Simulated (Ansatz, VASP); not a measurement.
# Cross-check of Sn between VASP and Ansatz

Wanted: the spread between two codes on one cell, functional and k mesh. The cell is taken from a series of runs on this material, whose earlier steps may have relaxed, scaled, displaced or heated it; both programs get it as it stands.

Main program and level: Ansatz 0.2.0; plane waves, with VASP 6.6.1 beside it; zone-centre phonons at LDA.

### 1. Set-up

Symmetry: Fd-3m, No. 227, cubic system. The conventional cell has a = 6.500 Å, b = 6.500 Å, c = 6.500 Å, α = 90.00°, β = 90.00°, γ = 90.00°. Nearest to Sn lie 4 Sn at 2.81 Å.

### 2. Ansatz: zone-centre phonons, LDA, pair 1

Ansatz runs on its default PAW (the set named soft_2) files.

Second derivatives magnify differences that forces hide, and they need a tight electronic threshold.

The input, input.yaml:

```yaml
crystal:
  lattice:
    - [0.0, 3.2499757628, 3.2499757628]
    - [3.2499757628, 0.0, 3.2499757628]
    - [3.2499757628, 3.2499757628, 0.0]
  atoms:
    - { symbol: Sn, position: [0.0, 0.0, 0.0] }
    - { symbol: Sn, position: [0.25, 0.25, 0.25] }
kpoints:
  mp_grid: { grid: [6, 6, 6] }
hamiltonian:
  xc: lda
scf:
  occupations: { method: gaussian, width: 0.1 }
output:
  eigenvalues: true
basis:
  ecutwfc: 260.0
phonons:
  method: dfpt
```

On the command line:

```console
> ansatz run input.yaml --threads 4 --pin off --max-ram 14336MiB --backend cpu --events-out ev --progress --plain --runs-dir out
```

Numbers of over 12 decimals in the logs are rounded to 6 here.

The log of the run:

```text
Warning: basis.ecutwfc = 260 eV is below the records' recommended 420 eV, and the density's cutoff is lower with it unless basis.ecutrho_ratio is high enough to keep the records' density cutoff: compare with a run at a higher cutoff
zone centre: on kpoints.mp_grid the ground state, and the responses unless they are solved on pairs of k-points, stand on 30 of the mesh's 216 k-points, reduced under 8 symmetry operations, with k and −k counted as one. Each operation leaves every solved displacement unchanged or reverses it
Engine: ansatz 0.2.0, aarch64-unknown-linux-gnu
Pseudopotentials: kind: paw
Pseudopotential: Sn, paw, valence charge 14, recommended cutoff 420 eV (normal), Sn.paw.azcp
Functional definition: SPW92
  exchange = slater_x
  correlation = pw_c
Crystal: 2 atoms, lattice volume = 68.655 Å³
Basis set: ecut = 260 eV, 645 PW (Γ), exchange–correlation on 64×64×64 points (8 copies of the dense FFT grid, shifted against one another)
Bands: 18, of which v1, the nominal top of the filled ones, is band 14 counted from 1 (13 counted from 0)
Symmetry: 48 space group operations
k-points: 30 of 216 (irreducible under 8 space group operations, time reversal used)
Non-local potential: Sn, projectors of the file, l = 0: 2, l = 1: 2, l = 2: 2, l = 3: 2
PAW form: soft (Blöchl's): semilocal exchange-correlation on the pseudo side does not see the compensation charge
PAW frozen core: Sn, regenerated for the run's functional, and the local potential with it (the file was generated under x = pbe(κ = 0.804, μ = 0.219515), c = pbe(β = 0.066725))
PAW one-centre angular grid: Sn, 590 points (default); XC on 64 Gauss nodes
Initial density: superposition of atomic densities (neutral atoms: chi_scale 0, normalization atom), corrected by the library's trained network
Initial wavefunctions: pseudopotential atomic-orbital guess
Functional: x = slater, c = lda
SCF iter   1: F=—  HF=-11758.369270 eV  |F-HF|=—  |Δ(HF+E_count)|=         —  Δρ=1.18e-2  dr2=3.87e-2  ethr=1.77e-3  ⟨swp⟩=5.7  Hψ=2702  notcnv=0
preconditioner: auto → none  [insulator: Δε(μ)=0.202 eV  Ē_g=19.966 eV  σ=0.100 eV  W_gap=0.50  n_scr=14 (ndim 8)  ℏωp=23.7 eV  f_vac=0.094  D(μ)=0.24/eV (n_scr^D=0)  ε∞_Penn≈2.4]
SCF iter   2: F=—  HF=-11758.340256 eV  |F-HF|=—  |Δ(HF+E_count)|=   2.90e-2  Δρ=3.54e-3  dr2=3.06e-3  ethr=1.38e-4  ⟨swp⟩=2.0  Hψ=1319  notcnv=0
SCF iter   3: F=—  HF=-11758.339069 eV  |F-HF|=—  |Δ(HF+E_count)|=   1.19e-3  Δρ=9.57e-4  dr2=2.49e-4  ethr=1.09e-5  ⟨swp⟩=2.0  Hψ=959  notcnv=0
SCF iter   4: F=—  HF=-11758.339020 eV  |F-HF|=—  |Δ(HF+E_count)|=   4.81e-5  Δρ=6.16e-5  dr2=2.38e-6  ethr=8.89e-7  ⟨swp⟩=1.6  Hψ=594  notcnv=0
SCF iter   5: F=—  HF=-11758.339020 eV  |F-HF|=—  |Δ(HF+E_count)|=   4.48e-7  Δρ=4.91e-6  dr2=1.03e-8  ethr=8.48e-9  ⟨swp⟩=1.7  Hψ=620  notcnv=0
SCF iter   6: F=—  HF=-11758.339020 eV  |F-HF|=—  |Δ(HF+E_count)|=   2.05e-9  Δρ=2.55e-7  dr2=3.72e-11  ethr=3.69e-11  ⟨swp⟩=1.6  Hψ=595  notcnv=0
SCF iter   7: F=-11758.339020 eV  HF=-11758.339020 eV  |F-HF|=1.82e-12  |Δ(HF+E_count)|=  1.46e-11  Δρ=2.58e-8  dr2=2.88e-13  ethr=1.00e-12  ⟨swp⟩=6.0  Hψ=2398  notcnv=0
SCF 1 converged in 7 iterations: F = -11758.339020 eV  dr2 = 2.88e-13
  greatest PAW one-centre occupation: 0.998 electrons in one spin orbital (limit 2), on the Sn atom at site 1 (counted from 0), in its partial waves of l = 2
DFPT response loops at Γ: preconditioner auto → Kerker (q_TF=auto, 2.349 Å⁻¹) (partly filled bands, converged f_vac=0.084); β = 1.00, the filter's whole step (`scf.mixing.beta` (0.50) is not read by the response loops under this deck's `scf.mixing.preconditioner`; to damp them name `kerker` or `kerker_dos`, under which they read `scf.mixing.beta`, and type it under 1.00, their step now; both keys bind the ground state too); Broyden in place of MSR1
SCF converged after 7 iterations
Free energy (F): -11758.339020 eV
Harris-Foulkes:  -11758.339020 eV  (|F-HF|=1.82e-12)
Internal energy: -11758.337776 eV  (E = F + TS)
E sigma→0 (E₀):  -11758.338398 eV
Entropy (-TS):   -0.001244 eV (-0.622 meV/atom)
Fermi energy:    7.304944 eV
--- Per-component energies (eV) ---
  E_band       = -259.663531
  E_kinetic    = 382.815768
  E_local      = -2318.345967  (includes V_loc(G=0)·N_el)
  E_nonlocal   = -58.602190
  E_hartree    = 1323.751950
  E_xc         = -758.142020
  E_vxc        = -197.397141  (∫ρ·V_xc dr)
  E_paw        = -7991.674675  (= ΣΔE_a)
  E_vpaw       = -715.637935  (= ΣTr[D̂ρ^β])
  E_aug_tail   = 0.000004  (compensation charges beyond the density's cutoff)
  E_ewald      = -2338.990442
  E_core_change = 0.849796  (= ΣΔE_core)
  E_smearing   = -0.001244  (= −TS)
  E_closure    = 0.000000  (closes the sum)
  Σ components = -11758.339020   (vs F -11758.339020, Δ=0.00e0)
--- Band table (eV; the first three rows and the last of 30) ---
  k-point 0: bands = [... 10 lower, -3.1970, 6.5453, 7.5560, 7.5560, 7.5560, 9.6108, 9.6108, 9.6108]
  k-point 1: bands = [... 10 lower, -2.9316, 4.5408, 7.1144, 7.1144, 7.8905, 10.1744, 10.1744, 10.7230]
  k-point 2: bands = [... 10 lower, -2.2064, 2.2716, 6.5654, 6.5654, 7.4833, 10.6584, 10.6584, 12.9890]
  k-point 29: bands = [... 10 lower, -0.0869, -0.0869, 4.5583, 4.5583, 9.6821, 9.6821, 12.7535, 12.7535]
--- Phonons (Γ-DFPT): 1 representative perturbation + reference, on 30 of 216 k-points (Σ response iterations 3) ---
  k mesh reduced under 8 symmetry operations, with k and −k counted as one. Each operation leaves every solved displacement unchanged or reverses it
  ASR residual: 1.340e-5 → 0.000e0 eV/Å²; symmetrization residual: 1.980e-12 eV/Å²
  ASR residual per site (eV/Å²): 1.34e-5 1.34e-5
  Γ frequencies (cm⁻¹): 0.00 0.00 0.00 183.70 183.70 183.70
  non-analytic LO–TO correction: not included (Born effective charges unavailable; polar crystals: no LO–TO splitting at Γ)
```

### 3. VASP: zone-centre phonons, LDA, pair 1

The same cell, functional (in two slightly different forms), mesh and smearing now go to VASP, with its own data sets.

Lines of VASP's logs that name or quote its potential files are left out, and so is its time.

The input, INCAR:

```
SYSTEM = Sn
PREC = Accurate
ENCUT = 500
EDIFF = 1E-08
NELM = 120
ISMEAR = 0
SIGMA = 0.1
LREAL = .FALSE.
ALGO = Normal
GGA = CA
NBANDS = 20
LORBIT = 11
LWAVE = .FALSE.
LCHARG = .FALSE.
ISIF = 2
IBRION = 8
LASPH = .TRUE.
GGA_COMPAT = .FALSE.
KPAR = 2
```

The input, POSCAR:

```
Sn
1.0
    0.0000000000      3.2499757628      3.2499757628
    3.2499757628      0.0000000000      3.2499757628
    3.2499757628      3.2499757628      0.0000000000
Sn
2
Direct
    0.0000000000      0.0000000000      0.0000000000
    0.2500000000      0.2500000000      0.2500000000
```

The input, KPOINTS:

```
Automatic mesh
0
Gamma
6 6 6
0 0 0
```

Potentials, in the order of the species: Sn_d (LDA family, release 64).

On the command line:

```console
> mpirun -np 2 vasp_std
```

The log of the run:

```text
[banner, memory and clock lines left out]
running    2 mpi-ranks, on    1 nodes
 distrk:  each k-point on    1 cores,    2 groups
 distr:  one band on    1 cores,    1 groups

 POSCAR found type information on POSCAR Sn
 POSCAR found :  1 types and       2 ions
 LDA part: xc-table for (Slater(with rela. corr.)+CA(PZ))
 , standard interpolation
 POSCAR, INCAR and KPOINTS ok, starting setup
 FFT: planning ... GRIDC
 FFT: planning ... GRID_SOFT
 FFT: planning ... GRID
 WAVECAR not read
 entering main loop
       N       E                     dE             d eps       ncg     rms          rms(c)
DAV:   1     0.218119297079E+03    0.21812E+03   -0.14050E+04   644   0.193E+03
DAV:   2     0.143219412557E+02   -0.20380E+03   -0.19976E+03   640   0.437E+02
DAV:   3    -0.826005466421E+01   -0.22582E+02   -0.22440E+02   728   0.143E+02
DAV:   4    -0.900259371668E+01   -0.74254E+00   -0.74222E+00   704   0.289E+01
DAV:   5    -0.903415739172E+01   -0.31564E-01   -0.31563E-01   936   0.555E+00    0.329E+00
DAV:   6    -0.894827207772E+01    0.85885E-01   -0.41133E-02   772   0.233E+00    0.185E+00
DAV:   7    -0.890555473037E+01    0.42717E-01   -0.61780E-02   688   0.222E+00    0.147E-01
DAV:   8    -0.890616473916E+01   -0.61001E-03   -0.53715E-03   716   0.796E-01    0.563E-02
DAV:   9    -0.890626152886E+01   -0.96790E-04   -0.17235E-04   836   0.974E-02    0.126E-02
DAV:  10    -0.890626045783E+01    0.10710E-05   -0.15060E-05   860   0.476E-02    0.431E-03
DAV:  11    -0.890626092108E+01   -0.46325E-06   -0.11373E-06   712   0.733E-03    0.130E-03
DAV:  12    -0.890626091948E+01    0.16016E-08   -0.57884E-08   736   0.219E-03
   1 F= -.89062609E+01 E0= -.89056776E+01  d E =-.116661E-02
 Linear response reoptimize wavefunctions to high precision
DAV:   1    -0.890626091899E+01    0.48612E-09   -0.43335E-09   604   0.654E-04
DAV:   2    -0.890626091904E+01   -0.43656E-10   -0.42922E-10   432   0.219E-04
 Linear response DOF=           1
 Linear response progress:
  Degree of freedom:   1/  1
       N       E                     dE             d eps       ncg     rms          rms(c)
RMM:   1    -0.216535394049E+00   -0.21654E+00    0.60002E-01  2314   0.103E+01
RMM:   2    -0.223312894058E+00   -0.67775E-02   -0.20089E-02  3225   0.118E+00    0.673E-02
RMM:   3    -0.223484567453E+00   -0.17167E-03   -0.16699E-03  3375   0.326E-01    0.311E-02
RMM:   4    -0.223392374972E+00    0.92192E-04   -0.10307E-04  3370   0.989E-02    0.105E-02
RMM:   5    -0.223392320669E+00    0.54303E-07   -0.21518E-05  3439   0.327E-02    0.406E-03
RMM:   6    -0.223396026804E+00   -0.37061E-05   -0.27567E-06  3394   0.969E-03    0.174E-03
RMM:   7    -0.223396686492E+00   -0.65969E-06   -0.16952E-06  3392   0.353E-03    0.410E-04
RMM:   8    -0.223393898465E+00    0.27880E-05   -0.34843E-07  3425   0.131E-03    0.219E-04
RMM:   9    -0.223393022965E+00    0.87550E-06   -0.23685E-07  3450   0.532E-04    0.401E-05
RMM:  10    -0.223393234958E+00   -0.21199E-06    0.19758E-08  3569   0.261E-04    0.256E-05
RMM:  11    -0.223393139069E+00    0.95889E-07    0.27455E-08  3467   0.170E-04    0.516E-06
RMM:  12    -0.223393147285E+00   -0.82156E-08    0.47071E-08  3684   0.127E-04    0.481E-06
 first order change of Fermi-energy   0.10154E-03
 force on displaced ion       1 direction 1 :  -7.707   0.000   0.000
 Linear response finished
```

Parts of OUTCAR (step 3):

```text
ion  position               nearest neighbor table
   1  0.000  0.000  0.000-   2 2.81   2 2.81   2 2.81   2 2.81
   2  0.250  0.250  0.250-   1 2.81   1 2.81   1 2.81   1 2.81

  LATTYP: Found a face centered cubic cell.
 ALAT       =     6.4999515256

 Subroutine GETGRP returns: Found 48 space group operations
 (whereof 24 operations were pure point group operations)

The static configuration has the point symmetry T_d .
 The point group associated with its full space group is O_h .

 Found     16 irreducible k-points:

   k-points           NKPTS =     16   k-points in BZ     NKDIM =     16   number of bands    NBANDS=     20

   dimension x,y,z NGX =    36 NGY =   36 NGZ =   36
   dimension x,y,z NGXF=    72 NGYF=   72 NGZF=   72

   ENCUT  =  500.0 eV  36.75 Ry    6.06 a.u.   8.38  8.38  8.38*2*pi/ulx,y,z

   NELECT =      28.0000    total number of electrons

 k-points in reciprocal lattice and weights: Automatic mesh
   0.00000000  0.00000000  0.00000000       0.005
   0.16666667  0.00000000  0.00000000       0.037
   0.33333333  0.00000000  0.00000000       0.037
   0.50000000  0.00000000  0.00000000       0.019
   0.16666667  0.16666667  0.00000000       0.028
   0.33333333  0.16666667  0.00000000       0.111
   0.50000000  0.16666667  0.00000000       0.111
  -0.33333333  0.16666667  0.00000000       0.111
  -0.16666667  0.16666667  0.00000000       0.056
[...]
-0.33333333  0.33333333  0.16666667       0.111
  -0.33333333  0.50000000  0.16666667       0.056

 average (electrostatic) potential at core
       1-101.4302       2-101.4302

  Total       -0.2056822     -0.2056822     -0.2056822      0.0000000      0.0000000      0.0000000
  in kB       -4.7999513     -4.7999513     -4.7999513      0.0000000      0.0000000      0.0000000
  external PRESSURE =      -4.7999513 kB  Pullay stress =       0.0000000 kB

  energy-cutoff  :      500.00
  volume of cell :       68.65
      direct lattice vectors                 reciprocal lattice vectors
     0.000000000  3.249975763  3.249975763    -0.153847301  0.153847301  0.153847301
     3.249975763  0.000000000  3.249975763     0.153847301 -0.153847301  0.153847301
     3.249975763  3.249975763  0.000000000     0.153847301  0.153847301 -0.153847301

 POSITION                                       TOTAL-FORCE (eV/Angst)
 -----------------------------------------------------------------------------------
      0.00000      0.00000      0.00000        -0.000000     -0.000000     -0.000000
      1.62499      1.62499      1.62499         0.000000      0.000000      0.000000
 -----------------------------------------------------------------------------------
    total drift:                                0.000000      0.000000      0.000000

 Eigenvectors and eigenvalues of the dynamical matrix
 ----------------------------------------------------

   1 f  =    5.633161 THz    35.394197 2PiTHz  187.902039 cm-1    23.296873 meV
             X         Y         Z           dx          dy          dz
      0.000000  0.000000  0.000000     0.000000   -0.707107    0.000000
      1.624988  1.624988  1.624988     0.000000    0.707107    0.000000

   2 f  =    5.633161 THz    35.394197 2PiTHz  187.902039 cm-1    23.296873 meV
             X         Y         Z           dx          dy          dz
      0.000000  0.000000  0.000000    -0.707107    0.000000    0.000000
      1.624988  1.624988  1.624988     0.707107    0.000000    0.000000

   3 f  =    5.633161 THz    35.394197 2PiTHz  187.902039 cm-1    23.296873 meV
             X         Y         Z           dx          dy          dz
      0.000000  0.000000  0.000000     0.000000    0.000000   -0.707107
      1.624988  1.624988  1.624988     0.000000    0.000000    0.707107

   4 f  =    0.000000 THz     0.000000 2PiTHz    0.000000 cm-1     0.000000 meV
             X         Y         Z           dx          dy          dz
      0.000000  0.000000  0.000000     0.707107    0.000000    0.000000
      1.624988  1.624988  1.624988     0.707107    0.000000    0.000000

   5 f  =    0.000000 THz     0.000000 2PiTHz    0.000000 cm-1     0.000000 meV
             X         Y         Z           dx          dy          dz
      0.000000  0.000000  0.000000     0.000000    0.707107    0.000000
      1.624988  1.624988  1.624988     0.000000    0.707107    0.000000

   6 f  =    0.000000 THz     0.000000 2PiTHz    0.000000 cm-1     0.000000 meV
             X         Y         Z           dx          dy          dz
      0.000000  0.000000  0.000000     0.000000    0.000000    0.707107
      1.624988  1.624988  1.624988     0.000000    0.000000    0.707107

 ELASTIC MODULI CONTR FROM IONIC RELAXATION (kBar)
 Direction    XX          YY          ZZ          XY          YZ          ZX
 --------------------------------------------------------------------------------
 XX           0.0000      0.0000      0.0000      0.0000      0.0000      0.0000
 YY           0.0000      0.0000      0.0000      0.0000      0.0000      0.0000
 ZZ           0.0000      0.0000      0.0000      0.0000      0.0000      0.0000
 XY           0.0000      0.0000      0.0000   -204.0539      0.0000      0.0000
 YZ           0.0000      0.0000      0.0000      0.0000   -204.0539      0.0000
 ZX           0.0000      0.0000      0.0000      0.0000      0.0000   -204.0539
 --------------------------------------------------------------------------------
```

The k-mesh is coarse for a metal.

### 4. Differences

Known differences besides the potentials themselves: the two LDA forms differ slightly; the cutoff is 260 eV in Ansatz and 500 eV in VASP; VASP's log shows a relativistic correction to its local exchange, Ansatz's none; Ansatz's log warns that its cutoff lies below the recommended one. Total energies have different zeros and are not compared.

Both answers:

| quantity | Ansatz | VASP | difference |
| --- | --- | --- | --- |
| optical mode 1 to 3 (cm⁻¹) | 183.7 | 187.9 | -2.24 % |

Modes are paired by rising frequency, not by their patterns, so a pair may set unlike modes beside each other; they are those without the splitting of longitudinal modes.

### 5. Ansatz: zone-centre phonons, LDA, pair 2

Second derivatives magnify differences that forces hide, and they need a tight electronic threshold.

The cell is taken from a series of runs on this material, whose earlier steps may have relaxed, scaled, displaced or heated it; both programs get it as it stands.

input.yaml, as its differences from that of step 2:

```diff
@@ -20 +20,8 @@
   method: dfpt
+  qmesh: [2, 2, 2]
+  temperatures: { t_max: 1000, t_step: 50 }
+  qpath:
+    path:
+      - [[0.0, 0.0, 0.0], [0.5, 0.0, 0.5], [0.625, 0.25, 0.625]]
+      - [[0.375, 0.375, 0.75], [0.0, 0.0, 0.0], [0.5, 0.5, 0.5], [0.5, 0.25, 0.75], [0.5, 0.0, 0.5]]
+    npoints: 10
```

On the command line:

```console
> ansatz run input.yaml --threads 4 --pin off --max-ram 14336MiB --backend cpu --events-out ev --progress --plain --runs-dir out
```

The log of the run:

```text
[...]
Crystal: 2 atoms, lattice volume = 68.655 Å³
Basis set: ecut = 260 eV, 645 PW (Γ), exchange–correlation on 64×64×64 points (8 copies of the dense FFT grid, shifted against one another)
Bands: 18, of which v1, the nominal top of the filled ones, is band 14 counted from 1 (13 counted from 0)
[... 1 set-up line as in the run before ...]
k-points: 16 of 216
[...]
largest difference from the sums on the solved wave vectors: F 7.15e-2 eV, S 1.04e-4 and C_V 3.23e-5 eV/K
  zero-point energy: 0.042788 eV/cell   skipped modes (ω ≤ 0): 3   left out of the sums: 1.22e-4 of the cell's modes: C_V's classical limit lies that fraction below 3 k_B per atom; for a crystal, a wire or a layer, F and S can be off by more, and a phonons.interpolated_qmesh denser along its periods is the remedy for the sampling
[key lines of the parts left out:]
SCF converged after 7 iterations
Free energy (F): -11758.339020 eV
Fermi energy:    7.304945 eV
```

### 6. VASP: zone-centre phonons, LDA, pair 2

The same cell, functional (in two slightly different forms), mesh and smearing now go to VASP, with its own data sets.

INCAR is that of step 3.

POSCAR is that of step 3.

KPOINTS is that of step 3.

On the command line:

```console
> mpirun -np 2 vasp_std
```

The log of the run:

```text
[... set-up lines as in an earlier step ...]
 entering main loop
       N       E                     dE             d eps       ncg     rms          rms(c)
[... 12 cycles as in an earlier step ...]
   1 F= -.89062609E+01 E0= -.89056776E+01  d E =-.116661E-02
 Linear response reoptimize wavefunctions to high precision
[... 2 cycles as in an earlier step ...]
 Linear response DOF=           1
 Linear response progress:
  Degree of freedom:   1/  1
       N       E                     dE             d eps       ncg     rms          rms(c)
[... 12 cycles as in an earlier step ...]
 first order change of Fermi-energy   0.10154E-03
 force on displaced ion       1 direction 1 :  -7.707   0.000   0.000
 Linear response finished
```

OUTCAR, selected parts (step 6):

```text
[... 4 parts as in an earlier step ...]
```

### 7. Side by side

What differs besides the data sets and the points named for the pairs above, as far as they apply: VASP's run holds the zone centre alone. Total energies have different zeros and are not compared.

Both answers:

| quantity | Ansatz | VASP | difference |
| --- | --- | --- | --- |
| optical mode 1 to 3 (cm⁻¹) | 183.7 | 187.9 | -2.24 % |

Modes are paired by rising frequency, not by their patterns, so a pair may set unlike modes beside each other; they are those without the splitting of longitudinal modes.

### 8. What came out

```json
{
  "r.m.s. difference of the optical zone-centre modes, each program's sorted by frequency (zone-centre phonons, LDA, pair 1)": "4.2 cm⁻¹",
  "difference in optical mode 1 to 3 (zone-centre phonons, LDA, pair 1)": "-2.2 %",
  "r.m.s. difference of the optical zone-centre modes, each program's sorted by frequency (zone-centre phonons, LDA, pair 2)": "4.2 cm⁻¹",
  "difference in optical mode 1 to 3 (zone-centre phonons, LDA, pair 2)": "-2.2 %"
}
```

In words: The r.m.s. difference of the optical zone-centre modes, each program's sorted by frequency is 4.2 cm⁻¹ (zone-centre phonons, LDA, pair 1). Among the rows given in per cent, the largest difference of the zone-centre phonons, LDA, pair 1 pair is in optical mode 1 to 3, -2.2 %. Among the rows given in per cent, the largest difference of the zone-centre phonons, LDA, pair 2 pair is in optical mode 1 to 3, -2.2 %. Such differences can come from data sets, numerical settings and the points named under the comparisons, not from the functional's error against experiment.

[Lines on the potential files, build, host, timing and source positions are cut from VASP's logs without a mark.]

[Logs are printed without paths, hosts, clocks, repeated set-up lines and the standing remarks that a program may print on its own settings, such as how far it seeks lower states.]

[Hosts, paths, dates, database ids (printed as entryN), source tags and the programs' standing remarks are cut or masked in the printed files.]
